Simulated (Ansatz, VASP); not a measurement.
## Cross-check of TiTeS between VASP and Ansatz

Aim: how closely do two programs agree when they are given the same cell, functional and k mesh? The cell is taken from a series of runs on this material, whose earlier steps may have relaxed, scaled, displaced or heated it; both programs get it as it stands.

Method: plane waves, with VASP 6.6.1 beside it; PBEsol, in Ansatz 0.2.0.

## (1) Starting point

The cell holds 3 atoms: 1 Ti, 1 S and 1 Te. Cell: a = 3.591 Å, b = 3.591 Å, c = 30.000 Å, α = 90.0°, β = 90.0°, γ = 120.0°. Vacuum lies along c.

## (2) VASP: zone-centre phonons, PBEsol

Second derivatives magnify differences that forces hide, and they need a tight electronic threshold.

Lines of VASP's logs that name or quote its potential files are left out, and so is its time.

INCAR reads:

```
SYSTEM = TiTeS
PREC = Accurate
ENCUT = 500
EDIFF = 1E-08
NELM = 120
ISMEAR = 1
SIGMA = 0.2
LREAL = .FALSE.
ALGO = Normal
GGA = PS
NBANDS = 18
LASPH = .TRUE.
LORBIT = 11
LWAVE = .FALSE.
LCHARG = .FALSE.
ISIF = 2
IBRION = 8
GGA_COMPAT = .FALSE.
NELMDL = -8
KPAR = 2
```

POSCAR reads:

```
TiTeS
1.0
    3.5910281631      0.0000000000      0.0000000000
   -1.7955140815      3.1099216149      0.0000000000
    0.0000000000      0.0000000000     30.0000000000
Ti S Te
1 1 1
Direct
    0.0000000000      0.0000000000      0.3397953991
    0.3333333333      0.6666666667      0.3792910678
    0.6666666667      0.3333333333      0.2775802000
```

KPOINTS reads:

```
Automatic mesh
0
Gamma
15 15 1
0 0 0
```

The projector-augmented-wave data sets are Ti_sv, S and Te (PBE family, release 64).

On the command line:

```
$ mpirun -np 2 vasp_std
```

Numbers of over 12 decimals in the logs are rounded to 6 here.

What it wrote:

```text
[banner, memory and clock lines left out]
running    2 mpi-ranks, on    1 nodes
 distrk:  each k-point on    1 cores,    2 groups
 distr:  one band on    1 cores,    1 groups

 POSCAR found type information on POSCAR TiS Te
 POSCAR found :  3 types and       3 ions
|                                                                             |
|               ----> ADVICE to this user running VASP <----                  |
|                                                                             |
|     You enforced a specific xc type in the INCAR file but a different       |
|     [... a line on the potential file left out ...]
|     I HOPE YOU KNOW WHAT YOU ARE DOING!                                     |
|                                                                             |

 LDA part: xc-table for (Slater+PW92), standard interpolation
 POSCAR, INCAR and KPOINTS ok, starting setup
 FFT: planning ... GRIDC
 FFT: planning ... GRID_SOFT
 FFT: planning ... GRID
 WAVECAR not read
 entering main loop
       N       E                     dE             d eps       ncg     rms          rms(c)
DAV:   1     0.161704866813E+03    0.16170E+03   -0.10175E+04  1188   0.952E+02
DAV:   2     0.202526511241E+01   -0.15968E+03   -0.15659E+03  1276   0.232E+02
DAV:   3    -0.209677539326E+02   -0.22993E+02   -0.22889E+02  1724   0.809E+01
DAV:   4    -0.221302216618E+02   -0.11625E+01   -0.11579E+01  1358   0.179E+01
DAV:   5    -0.222260766027E+02   -0.95855E-01   -0.95821E-01  1526   0.422E+00
DAV:   6    -0.222273105920E+02   -0.12340E-02   -0.12339E-02  1384   0.578E-01
DAV:   7    -0.222273476989E+02   -0.37107E-04   -0.37106E-04  1574   0.898E-02
DAV:   8    -0.222273480165E+02   -0.31759E-06   -0.31750E-06  1392   0.952E-03    0.136E+01
DAV:   9    -0.210230993047E+02    0.12042E+01   -0.36944E+01  1292   0.433E+01    0.121E+01
DAV:  10    -0.197767632286E+02    0.12463E+01   -0.26946E+01  1362   0.350E+01    0.630E+00
DAV:  11    -0.193193987838E+02    0.45736E+00   -0.22962E+00  1140   0.111E+01    0.205E+00
DAV:  12    -0.193419406856E+02   -0.22542E-01   -0.43750E-01  1424   0.434E+00    0.170E+00
DAV:  13    -0.193094604334E+02    0.32480E-01   -0.23712E-01  1278   0.368E+00    0.676E-01
DAV:  14    -0.193098621892E+02   -0.40176E-03   -0.18584E-02  1108   0.112E+00    0.419E-01
[...]
DAV:  27    -0.193090190054E+02   -0.17751E-05   -0.38750E-08  1174   0.927E-04    0.608E-04
DAV:  28    -0.193090206197E+02   -0.16143E-05   -0.21191E-08  1050   0.496E-04    0.641E-04
DAV:  29    -0.193090219319E+02   -0.13123E-05   -0.29423E-08  1112   0.863E-04    0.958E-05
DAV:  30    -0.193090222729E+02   -0.34100E-06   -0.29087E-09   954   0.263E-04    0.724E-05
DAV:  31    -0.193090224065E+02   -0.13360E-06   -0.88145E-10   886   0.126E-04    0.563E-05
DAV:  32    -0.193090224358E+02   -0.29271E-07    0.20627E-10   740   0.722E-05    0.363E-05
DAV:  33    -0.193090224508E+02   -0.15007E-07    0.11352E-10   718   0.945E-05    0.208E-05
DAV:  34    -0.193090224531E+02   -0.22669E-08    0.33092E-10   596   0.411E-05
   1 F= -.19309022E+02 E0= -.19310629E+02  d E =0.482078E-02
 Linear response reoptimize wavefunctions to high precision
DAV:   1    -0.193090224541E+02   -0.10500E-08    0.33900E-10   708   0.144E-05
DAV:   2    -0.193090224541E+02    0.52751E-10    0.33890E-10   580   0.639E-06
 Linear response DOF=           6
 Linear response progress:
  Degree of freedom:   1/  6
       N       E                     dE             d eps       ncg     rms          rms(c)
RMM:   1    -0.719116271201E+00   -0.71912E+00    0.12213E+01  4070   0.135E+02
RMM:   2    -0.683317406427E+00    0.35799E-01   -0.41643E-01  7141   0.517E+00    0.221E-01
RMM:   3    -0.680441666348E+00    0.28757E-02   -0.25185E-02  8197   0.113E+00    0.112E-01
[...]
RMM:  24    -0.766391135007E+00   -0.28082E-06    0.68422E-07  2605   0.423E-04    0.600E-05
RMM:  25    -0.766391155162E+00   -0.20155E-07    0.63814E-07  2156   0.323E-04    0.230E-05
RMM:  26    -0.766391151902E+00    0.32603E-08    0.59238E-07  2186   0.286E-04    0.740E-06
RMM:  27    -0.766391195582E+00   -0.43680E-07    0.58484E-07  2165   0.259E-04    0.105E-05
RMM:  28    -0.766391214598E+00   -0.19016E-07    0.54408E-07  2309   0.227E-04    0.263E-06
RMM:  29    -0.766391200891E+00    0.13706E-07    0.50852E-07  2249   0.205E-04    0.663E-06
RMM:  30    -0.766391204493E+00   -0.36019E-08    0.47348E-07  2086   0.187E-04    0.123E-05
RMM:  31    -0.766391216223E+00   -0.11730E-07    0.43949E-07  2434   0.176E-04    0.765E-06
RMM:  32    -0.766391219828E+00   -0.36053E-08    0.40570E-07  2200   0.159E-04    0.654E-06
RMM:  33    -0.766391226708E+00   -0.68798E-08    0.37533E-07  2267   0.147E-04    0.325E-06
RMM:  34    -0.766391233285E+00   -0.65768E-08    0.34480E-07  2075   0.133E-04    0.249E-06
RMM:  35    -0.766391236213E+00   -0.29284E-08    0.31641E-07  1359   0.120E-04    0.620E-06
RMM:  36    -0.766391237894E+00   -0.16810E-08    0.29165E-07   960   0.110E-04    0.996E-06
RMM:  37    -0.766391240006E+00   -0.21120E-08    0.26670E-07   855   0.101E-04    0.131E-05
RMM:  38    -0.766391241505E+00   -0.14990E-08    0.24433E-07   912   0.926E-05    0.160E-05
RMM:  39    -0.766391242995E+00   -0.14895E-08    0.22261E-07   832   0.849E-05    0.185E-05
[...]
RMM:  12    -0.102863992372E+00    0.13930E-07   -0.12256E-06 10929   0.457E-04    0.570E-05
RMM:  13    -0.102863932193E+00    0.60180E-07   -0.57711E-07 10819   0.267E-04    0.115E-05
RMM:  14    -0.102864001347E+00   -0.69154E-07   -0.49494E-07 11033   0.148E-04    0.919E-06
RMM:  15    -0.102864041109E+00   -0.39762E-07   -0.76616E-08 10852   0.861E-05    0.210E-06
RMM:  16    -0.102864056165E+00   -0.15056E-07   -0.10636E-07 11109   0.477E-05    0.160E-06
RMM:  17    -0.102864056799E+00   -0.63331E-09   -0.31929E-08 10697   0.264E-05    0.170E-06
 first order change of Fermi-energy   0.30013E-03
 force on displaced ion       2 direction 1 :  -5.306   0.001   0.001
 Linear response progress:
  Degree of freedom:   4/  6
       N       E                     dE             d eps       ncg     rms          rms(c)
RMM:   1    -0.159317337421E+00   -0.15932E+00   -0.13533E-01  2419   0.192E+00
RMM:   2    -0.142858850315E+00    0.16458E-01   -0.12025E-02  1990   0.557E-01    0.185E-01
RMM:   3    -0.143271702345E+00   -0.41285E-03   -0.21082E-03  1742   0.352E-01    0.182E-01
RMM:   4    -0.142931388670E+00    0.34031E-03   -0.66062E-04  1799   0.240E-01    0.685E-02
RMM:   5    -0.143075074084E+00   -0.14369E-03   -0.23847E-04  2029   0.935E-02    0.356E-02
RMM:   6    -0.143098243026E+00   -0.23169E-04   -0.84527E-05  2117   0.564E-02    0.148E-02
RMM:   7    -0.143059880654E+00    0.38362E-04   -0.25319E-05  2292   0.292E-02    0.531E-03
RMM:   8    -0.143055775426E+00    0.41052E-05   -0.82479E-06  2460   0.139E-02    0.254E-03
RMM:   9    -0.143061985831E+00   -0.62104E-05    0.10956E-06  2389   0.632E-03    0.125E-03
RMM:  10    -0.143062070980E+00   -0.85149E-07    0.79875E-06  2392   0.316E-03    0.316E-04
RMM:  11    -0.143060306804E+00    0.17642E-05    0.47778E-06  2402   0.146E-03    0.209E-04
RMM:  12    -0.143058974620E+00    0.13322E-05    0.27904E-07  2298   0.913E-04    0.169E-04
RMM:  13    -0.143058882379E+00    0.92241E-07    0.98706E-07  2309   0.576E-04    0.153E-04
RMM:  14    -0.143057873708E+00    0.10087E-05    0.79714E-07  2157   0.578E-04    0.114E-04
RMM:  15    -0.143057917624E+00   -0.43916E-07    0.12881E-06  2238   0.262E-04    0.424E-05
RMM:  16    -0.143057779785E+00    0.13784E-06    0.76142E-07  2317   0.159E-04    0.202E-05
RMM:  17    -0.143057757550E+00    0.22235E-07    0.28582E-07  2393   0.886E-05    0.204E-05
RMM:  18    -0.143057756862E+00    0.68824E-09    0.21969E-07  2276   0.595E-05    0.167E-05
RMM:  19    -0.143057744298E+00    0.12563E-07    0.15443E-07  2313   0.390E-05    0.398E-06
RMM:  20    -0.143057749186E+00   -0.48881E-08    0.89815E-08  2312   0.222E-05    0.147E-06
 first order change of Fermi-energy  -0.15142E+01
 force on displaced ion       2 direction 3 :  -0.000   0.000  -7.686
 Linear response progress:
  Degree of freedom:   5/  6
       N       E                     dE             d eps       ncg     rms          rms(c)
RMM:   1    -0.406567029040E-01   -0.40657E-01   -0.69747E-03  9718   0.909E-01
RMM:   2    -0.386397669010E-01    0.20169E-02   -0.35956E-03  8335   0.296E-01    0.691E-02
RMM:   3    -0.387933067371E-01   -0.15354E-03   -0.76557E-04  9435   0.108E-01    0.402E-02
RMM:   4    -0.388452401121E-01   -0.51933E-04   -0.12601E-04 10035   0.408E-02    0.284E-02
RMM:   5    -0.389366148938E-01   -0.91375E-04   -0.28971E-05  8862   0.273E-02    0.326E-03
RMM:   6    -0.389314512984E-01    0.51636E-05   -0.10284E-05  9826   0.122E-02    0.233E-03
RMM:   7    -0.389294193286E-01    0.20320E-05   -0.21221E-06  9607   0.640E-03    0.176E-03
RMM:   8    -0.389277326582E-01    0.16867E-05   -0.79109E-08  9694   0.342E-03    0.503E-04
RMM:   9    -0.389274514028E-01    0.28126E-06   -0.12971E-06 10812   0.166E-03    0.213E-04
RMM:  10    -0.389274324649E-01    0.18938E-07    0.68072E-07 10862   0.755E-04    0.938E-05
RMM:  11    -0.389275024598E-01   -0.69995E-07   -0.11823E-07 10860   0.409E-04    0.310E-05
RMM:  12    -0.389275068989E-01   -0.44391E-08    0.36455E-07 10896   0.220E-04    0.140E-05
RMM:  13    -0.389275317425E-01   -0.24844E-07   -0.29478E-08 10903   0.123E-04    0.516E-06
RMM:  14    -0.389275342089E-01   -0.24663E-08    0.11594E-07 10963   0.677E-05    0.141E-06
RMM:  15    -0.389275367481E-01   -0.25392E-08   -0.20401E-08 10858   0.376E-05    0.160E-06
 first order change of Fermi-energy   0.34429E-03
 force on displaced ion       3 direction 1 :  -2.548   0.000  -0.001
 Linear response progress:
  Degree of freedom:   6/  6
       N       E                     dE             d eps       ncg     rms          rms(c)
RMM:   1    -0.869560796033E-01   -0.86956E-01    0.18612E-02  2279   0.116E+00
RMM:   2    -0.844020210473E-01    0.25541E-02   -0.47872E-03  2003   0.339E-01    0.111E-01
RMM:   3    -0.845248890710E-01   -0.12287E-03   -0.90600E-04  1971   0.175E-01    0.908E-02
RMM:   4    -0.845314595903E-01   -0.65705E-05   -0.32374E-04  2025   0.125E-01    0.620E-02
RMM:   5    -0.845343856828E-01   -0.29261E-05   -0.10091E-04  2021   0.659E-02    0.487E-02
RMM:   6    -0.845813020918E-01   -0.46916E-04   -0.47117E-05  1955   0.550E-02    0.117E-02
RMM:   7    -0.845816012539E-01   -0.29916E-06   -0.23718E-05  2301   0.267E-02    0.757E-03
RMM:   8    -0.845838981186E-01   -0.22969E-05   -0.64655E-06  2456   0.124E-02    0.347E-03
RMM:   9    -0.845839764214E-01   -0.78303E-07   -0.25521E-06  2374   0.600E-03    0.265E-03
RMM:  10    -0.845854901667E-01   -0.15137E-05   -0.28415E-06  2406   0.335E-03    0.132E-03
RMM:  11    -0.845877110680E-01   -0.22209E-05   -0.17416E-06  2165   0.277E-03    0.127E-03
RMM:  12    -0.845869637886E-01    0.74728E-06   -0.59842E-07  2291   0.147E-03    0.243E-04
RMM:  13    -0.845880586494E-01   -0.10949E-05   -0.56833E-07  2175   0.968E-04    0.429E-04
RMM:  14    -0.845884567486E-01   -0.39810E-06   -0.12928E-06  2326   0.476E-04    0.200E-04
RMM:  15    -0.845887318995E-01   -0.27515E-06   -0.43242E-07  2287   0.321E-04    0.382E-05
RMM:  16    -0.845889247159E-01   -0.19282E-06   -0.31735E-07  2286   0.207E-04    0.884E-05
RMM:  17    -0.845889728444E-01   -0.48128E-07   -0.35074E-07  2374   0.113E-04    0.552E-05
RMM:  18    -0.845889878009E-01   -0.14957E-07   -0.12068E-07  2271   0.917E-05    0.159E-05
RMM:  19    -0.845889749387E-01    0.12862E-07   -0.10689E-07  2177   0.521E-05    0.194E-05
RMM:  20    -0.845889660157E-01    0.89231E-08   -0.53319E-08  2348   0.317E-05    0.527E-06
 first order change of Fermi-energy  -0.70618E+00
 force on displaced ion       3 direction 3 :  -0.000   0.000  -8.523
 Linear response finished
```

From OUTCAR (step 2):

```text
ion  position               nearest neighbor table
   1  0.000  0.000  0.340-   2 2.39   2 2.39   2 2.39   3 2.79   3 2.79   3 2.79
   2  0.333  0.667  0.379-   1 2.39   1 2.39   1 2.39
   3  0.667  0.333  0.278-   1 2.79   1 2.79   1 2.79

  LATTYP: Found a hexagonal cell.
 ALAT       =     3.5910281631
 C/A-ratio  =     8.3541533615

 Subroutine GETGRP returns: Found  6 space group operations
 (whereof  6 operations were pure point group operations)

The static configuration has the point symmetry C_3v.

 Found     27 irreducible k-points:

   k-points           NKPTS =     27   k-points in BZ     NKDIM =     27   number of bands    NBANDS=     18

   dimension x,y,z NGX =    28 NGY =   28 NGZ =  224
   dimension x,y,z NGXF=    56 NGYF=   56 NGZF=  448

   ENCUT  =  500.0 eV  36.75 Ry    6.06 a.u.   6.55  6.55 54.70*2*pi/ulx,y,z

   NELECT =      24.0000    total number of electrons

 k-points in reciprocal lattice and weights: Automatic mesh
   0.00000000  0.00000000  0.00000000       0.004
   0.06666667  0.00000000  0.00000000       0.027
   0.13333333  0.00000000  0.00000000       0.027
   0.20000000  0.00000000  0.00000000       0.027
   0.26666667  0.00000000  0.00000000       0.027
   0.33333333  0.00000000  0.00000000       0.027
   0.40000000  0.00000000  0.00000000       0.027
   0.46666667  0.00000000  0.00000000       0.027
   0.06666667  0.06666667  0.00000000       0.027
[...]
0.33333333  0.26666667  0.00000000       0.053
   0.33333333  0.33333333  0.00000000       0.009

 average (electrostatic) potential at core
       1 -84.1160       2 -94.3092       3 -96.5938

  Total       -0.9369053     -0.9369053      0.0445339     -0.0000000      0.0000000      0.0000000
  in kB       -4.4803996     -4.4803996      0.2129667     -0.0000000      0.0000000      0.0000000
  external PRESSURE =      -2.9159441 kB  Pullay stress =       0.0000000 kB

  energy-cutoff  :      500.00
  volume of cell :      335.03
      direct lattice vectors                 reciprocal lattice vectors
     3.591028163  0.000000000  0.000000000     0.278471779  0.160775756  0.000000000
    -1.795514081  3.109921615  0.000000000     0.000000000  0.321551513  0.000000000
     0.000000000  0.000000000 30.000000000     0.000000000  0.000000000  0.033333333

 POSITION                                       TOTAL-FORCE (eV/Angst)
 -----------------------------------------------------------------------------------
      0.00000      0.00000     10.19386         0.000000     -0.000000      0.003363
     -0.00000      2.07328     11.37873        -0.000000      0.000000      0.019054
      1.79551      1.03664      8.32741        -0.000000      0.000000     -0.022417
 -----------------------------------------------------------------------------------
    total drift:                                0.000000      0.000000     -0.000534

 Eigenvectors and eigenvalues of the dynamical matrix
 ----------------------------------------------------

   1 f  =   10.524311 THz    66.126194 2PiTHz  351.053215 cm-1    43.525032 meV
             X         Y         Z           dx          dy          dz
      0.000000  0.000000 10.193862    -0.000000    0.000000    0.774775
     -0.000000  2.073281 11.378732    -0.000000    0.000000   -0.609129
      1.795514  1.036641  8.327406     0.000000   -0.000000   -0.169365

   2 f  =    7.660114 THz    48.129913 2PiTHz  255.513885 cm-1    31.679670 meV
             X         Y         Z           dx          dy          dz
      0.000000  0.000000 10.193862    -0.547365   -0.226832    0.000000
     -0.000000  2.073281 11.378732     0.743277    0.308019   -0.000000
      1.795514  1.036641  8.327406    -0.036966   -0.015319    0.000000

   3 f  =    7.660114 THz    48.129913 2PiTHz  255.513885 cm-1    31.679670 meV
             X         Y         Z           dx          dy          dz
      0.000000  0.000000 10.193862     0.226832   -0.547365    0.000000
     -0.000000  2.073281 11.378732    -0.308019    0.743277    0.000000
      1.795514  1.036641  8.327406     0.015319   -0.036966   -0.000000

   4 f  =    6.070458 THz    38.141815 2PiTHz  202.488699 cm-1    25.105388 meV
             X         Y         Z           dx          dy          dz
      0.000000  0.000000 10.193862    -0.000000   -0.000000   -0.410930
     -0.000000  2.073281 11.378732    -0.000000    0.000000   -0.688752
      1.795514  1.036641  8.327406     0.000000   -0.000000    0.597292

   5 f  =    3.526550 THz    22.157970 2PiTHz  117.633059 cm-1    14.584634 meV
             X         Y         Z           dx          dy          dz
      0.000000  0.000000 10.193862    -0.596728   -0.247284   -0.000000
     -0.000000  2.073281 11.378732    -0.410939   -0.170293   -0.000000
      1.795514  1.036641  8.327406     0.573136    0.237507   -0.000000

   6 f  =    3.526550 THz    22.157970 2PiTHz  117.633059 cm-1    14.584634 meV
             X         Y         Z           dx          dy          dz
      0.000000  0.000000 10.193862    -0.247284    0.596728    0.000000
     -0.000000  2.073281 11.378732    -0.170293    0.410939    0.000000
      1.795514  1.036641  8.327406     0.237507   -0.573136   -0.000000

   7 f/i=    0.001742 THz     0.010947 2PiTHz    0.058118 cm-1     0.007206 meV
             X         Y         Z           dx          dy          dz
      0.000000  0.000000 10.193862     0.000000    0.000000   -0.480478
     -0.000000  2.073281 11.378732     0.000000    0.000000   -0.393170
      1.795514  1.036641  8.327406     0.000000    0.000000   -0.783937

   8 f/i=    0.005275 THz     0.033142 2PiTHz    0.175944 cm-1     0.021814 meV
             X         Y         Z           dx          dy          dz
      0.000000  0.000000 10.193862     0.024370    0.480739    0.000000
     -0.000000  2.073281 11.378732     0.019918    0.392932    0.000000
      1.795514  1.036641  8.327406     0.039654    0.782260    0.000000

   9 f/i=    0.005275 THz     0.033142 2PiTHz    0.175944 cm-1     0.021814 meV
             X         Y         Z           dx          dy          dz
      0.000000  0.000000 10.193862     0.480739   -0.024370    0.000000
     -0.000000  2.073281 11.378732     0.392932   -0.019918    0.000000
      1.795514  1.036641  8.327406     0.782260   -0.039654    0.000000

 ELASTIC MODULI CONTR FROM IONIC RELAXATION (kBar)
 Direction    XX          YY          ZZ          XY          YZ          ZX
 --------------------------------------------------------------------------------
 XX         -93.4276    -56.5560   -113.5415     -0.0000     39.3331      0.0000
 YY         -56.5560    -93.4276   -113.5415     -0.0000    -39.3331     -0.0000
 ZZ        -113.5415   -113.5415   -213.9393     -0.0000     -0.0000     -0.0000
 XY          -0.0000     -0.0000     -0.0000    -18.4358     -0.0000     36.2677
 YZ          39.3331    -39.3331     -0.0000     -0.0000   -112.1457     -0.0000
 ZX           0.0000     -0.0000     -0.0000     36.2677     -0.0000    -84.6796
 --------------------------------------------------------------------------------
```

(Continued in part 2 of 2.)

[Lines on the potential files, build, host, timing and source positions are cut from VASP's logs without a mark.]

[Logs are printed without paths, hosts, clocks, repeated set-up lines and the standing remarks that a program may print on its own settings, such as how far it seeks lower states.]

[Hosts, paths, dates, database ids (printed as entryN), source tags and the programs' standing remarks are cut or masked in the printed files.]
